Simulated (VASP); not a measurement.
```yaml
crystal:
  lattice:
    - [2.80954, 0.00000, 0.00000]
    - [0.00000, 2.80954, 0.00000]
    - [0.00000, 0.00000, 2.80954]
  atoms:
    - { symbol: Ga, position: [0.50000, 0.50000, 0.50000] }
    - { symbol: Co, position: [0.00000, 0.00000, 0.00000] }
```

Computed with LDA (Ceperley-Alder, Perdew-Zunger), VASP's LDA PAW potentials (set 64) (plane waves; VASP 6.6.1). Settings: 400 eV cut-off, 14×14×14 Γ-centred mesh, tetrahedra with Blöchl corrections, potentials Ga_d Co.

### Question
The job: CoGa (CsCl type), 2 atoms, LDA, static run, 400 eV, 14×14×14 Γ-centred mesh. Roughly how much core time does it take on a busy server core?

### Answer
About 10 core-seconds (one run on a shared machine, a rough figure). It had 120 irreducible k-points, 15 bands, up to 432 plane waves and 15 electronic steps.

The compound is CoGa in the CsCl type structure. It was relaxed first, which changed the volume by -7 %.
